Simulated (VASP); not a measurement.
Output of a VASP run:

File OUTCAR:
```
 ion  position               nearest neighbor table
   1  0.000  0.000  0.000-   2 2.57   2 2.57   2 2.57   2 2.57
   2  0.250  0.250  0.250-   1 2.57   1 2.57   1 2.57   1 2.57
  LATTYP: Found a face centered cubic cell.
 ALAT       =     5.9367322458
 Subroutine PRICEL returns:
 Original cell was already a primitive cell.
 Subroutine GETGRP returns: Found 24 space group operations
The static configuration has the point symmetry T_d .
The dynamic configuration has the point symmetry T_d .
 Subroutine INISYM returns: Found 24 space group operations
 Subroutine IBZKPT returns following result:
 Found     20 irreducible k-points:

 Following reciprocal coordinates:
            Coordinates               Weight
  0.000000  0.000000  0.000000      1.000000
  0.142857  0.000000  0.000000      8.000000
  0.285714  0.000000  0.000000      8.000000
  0.428571  0.000000  0.000000      8.000000
  0.142857  0.142857  0.000000      6.000000
  0.285714  0.142857  0.000000     24.000000
  0.428571  0.142857  0.000000     24.000000
 -0.428571  0.142857  0.000000     24.000000
 -0.285714  0.142857  0.000000     24.000000
 -0.142857  0.142857  0.000000     12.000000
  0.285714  0.285714  0.000000      6.000000
  0.428571  0.285714  0.000000     24.000000
 -0.428571  0.285714  0.000000     24.000000
 -0.285714  0.285714  0.000000     12.000000
  0.428571  0.428571  0.000000      6.000000
 -0.428571  0.428571  0.000000     12.000000
  0.428571  0.285714  0.142857     24.000000
 -0.428571  0.285714  0.142857     48.000000
 -0.428571  0.428571  0.142857     24.000000
 -0.285714  0.428571  0.142857     24.000000
   k-points           NKPTS =     20   k-points in BZ     NKDIM =     20   number of bands    NBANDS=     13
   number of dos      NEDOS =    301   number of ions     NIONS =      2
   total plane-waves  NPLWV =  32768
   dimension x,y,z NGX =    32 NGY =   32 NGZ =   32
   dimension x,y,z NGXF=    64 NGYF=   64 NGZF=   64
   ions per type =               1   1
   PREC   = accura    normal or accurate (medium, high low for compatibility)
   ISTART =      0    job   : 0-new  1-cont  2-samecut
   ICHARG =      2    charge: 1-file 2-atom 10-const
   ISPIN  =      1    spin polarized calculation?
   LNONCOLLINEAR =      F non collinear calculations
   LSORBIT =      F    spin-orbit coupling
   INIWAV =      1    electr: 0-lowe 1-rand  2-diag
   ENCUT  =  520.0 eV  38.22 Ry    6.18 a.u.   7.81  7.81  7.81*2*pi/ulx,y,z
   NELM   =    100;   NELMIN=  2; NELMDL= -5     # of ELM steps
   EDIFF  = 0.1E-05   stopping-criterion for ELM
   LREAL  =      F    real-space projection
   NLSPLINE    = F    spline interpolate recip. space projectors
   LMAXMIX     =    4 max onsite mixed and CHGCAR
   VOSKOWN=      0    Vosko Wilk Nusair interpolation
   EDIFFG = 0.1E-04   stopping-criterion for IOM
   NSW    =      0    number of steps for IOM
   NBLOCK =      1;   KBLOCK =      1    inner block; outer block
   IBRION =     -1    ionic relax: 0-MD 1-quasi-New 2-CG
   NFREE  =      0    steps in history (QN), initial steepest desc. (CG)
   ISIF   =      2    stress and relaxation
   ISYM   =      2    0-nonsym 1-usesym 2-fastsym
   TEIN   =    0.0    initial temperature
   TEBEG  =    0.0;   TEEND  =   0.0 temperature during run
   SMASS  =  -3.00    Nose mass-parameter (am)
   PSTRESS=    0.0 pullay stress
   NELECT =      18.0000    total number of electrons
   EFERMI =   0.00;   METHOD = LEGACY
   ISMEAR =     0;   SIGMA  =   0.05  broadening in eV -4-tet -1-fermi 0-gaus
   IALGO  =     38    algorithm
   LDIAG  =      T    sub-space diagonalisation (order eigenvalues)
   IMIX   =      4    mixing-type and parameters
     AMIX     =   0.40;   BMIX     =  1.00
     AMIX_MAG =   1.60;   BMIX_MAG =  1.00
     AMIN     =   0.10
   GGA     = PE    functional components
   VOSKOWN =     0    Vosko Wilk Nusair interpolation
   LHFCALC =     F    Hartree Fock is set to
   LHFONE  =     F    Hartree Fock one center treatment
...
```

### OSZICAR
```
       N       E                     dE             d eps       ncg     rms          rms(c)
DAV:   1     0.112590089022E+03    0.11259E+03   -0.92662E+03   528   0.127E+03
DAV:   2    -0.147150030293E+01   -0.11406E+03   -0.10925E+03   610   0.292E+02
DAV:   3    -0.666129149234E+01   -0.51898E+01   -0.51751E+01   615   0.655E+01
DAV:   4    -0.670094882658E+01   -0.39657E-01   -0.39653E-01   600   0.568E+00
DAV:   5    -0.670157231305E+01   -0.62349E-03   -0.62348E-03   630   0.688E-01    0.751E+00
DAV:   6    -0.616395138346E+01    0.53762E+00   -0.10786E+00   719   0.138E+01    0.602E+00
DAV:   7    -0.614671289086E+01    0.17238E-01   -0.20117E-01   540   0.358E+00    0.306E+00
DAV:   8    -0.614688133378E+01   -0.16844E-03   -0.18840E-02   560   0.205E+00    0.269E-01
DAV:   9    -0.614671427517E+01    0.16706E-03   -0.25361E-03   595   0.812E-01    0.704E-02
DAV:  10    -0.614688661866E+01   -0.17234E-03   -0.29578E-04   550   0.170E-01    0.825E-02
DAV:  11    -0.614697548605E+01   -0.88867E-04   -0.13849E-04   553   0.124E-01    0.163E-02
DAV:  12    -0.614696337875E+01    0.12107E-04   -0.44623E-05   659   0.962E-02    0.819E-03
DAV:  13    -0.614696464015E+01   -0.12614E-05   -0.47242E-06   545   0.155E-02    0.603E-03
DAV:  14    -0.614696451238E+01    0.12777E-06   -0.16244E-07   355   0.305E-03
   1 F= -.61469645E+01 E0= -.61469645E+01  d E =-.101449E-11
```

OUTCAR:
```
------------------------ aborting loop because EDIFF is reached ----------------------------------------
  FORCE on cell =-STRESS in cart. coord.  units (eV):
  Direction    XX          YY          ZZ          XY          YZ          ZX
  --------------------------------------------------------------------------------------
  Total        0.0059033      0.0059033      0.0059033     -0.0000000     -0.0000000      0.0000000
  in kB        0.1808098      0.1808098      0.1808098     -0.0000000     -0.0000000      0.0000000
  external PRESSURE =       0.1808098 kB  Pullay stress =       0.0000000 kB
  volume of cell :       52.31
      direct lattice vectors                 reciprocal lattice vectors
     0.000000000  2.968366123  2.968366123    -0.168442833  0.168442833  0.168442833
     2.968366123  0.000000000  2.968366123     0.168442833 -0.168442833  0.168442833
     2.968366123  2.968366123  0.000000000     0.168442833  0.168442833 -0.168442833
  FREE ENERGIE OF THE ION-ELECTRON SYSTEM (eV)
  ---------------------------------------------------
  free  energy   TOTEN  =        -6.1469645124 eV

  energy  without entropy=       -6.1469645124  energy(sigma->0) =       -6.14696451
```
(Selected blocks of OUTCAR.)

### POSCAR
```
CdS
1
    0.0000000000     2.9683661229     2.9683661229
    2.9683661229     0.0000000000     2.9683661229
    2.9683661229     2.9683661229     0.0000000000
Cd S
1 1
Direct
  0.0000000000   0.0000000000   0.0000000000
  0.2500000000   0.2500000000   0.2500000000
```

Q: Write an INCAR and KPOINTS that could have produced this output.

A: This is not unique; one that fits is the input of the run itself, PBE GGA, plane waves, VASP's PBE PAW potentials (set 64).

### INCAR
```
# general
SYSTEM =CdS
PREC   =Accurate
ENCUT  =520
LREAL  =F
LASPH  =T

# electronic loop
EDIFF  =1E-6
NELM   =100
ALGO   =Normal
LMAXMIX=4

# smearing
ISMEAR =0
SIGMA  =0.05

# functional
GGA    =PE

# output
LWAVE  =F
LCHARG =T
```

File KPOINTS:
```
Automatic mesh
0
Gamma
7 7 7
0 0 0
```

POTCAR, in this order: Cd S (PBE.64 set). Program: vasp_std.

The compound is CdS in the zinc blende structure, a metastable form; wurtzite is the usual one. It was relaxed first, which changed the volume by +6 %.
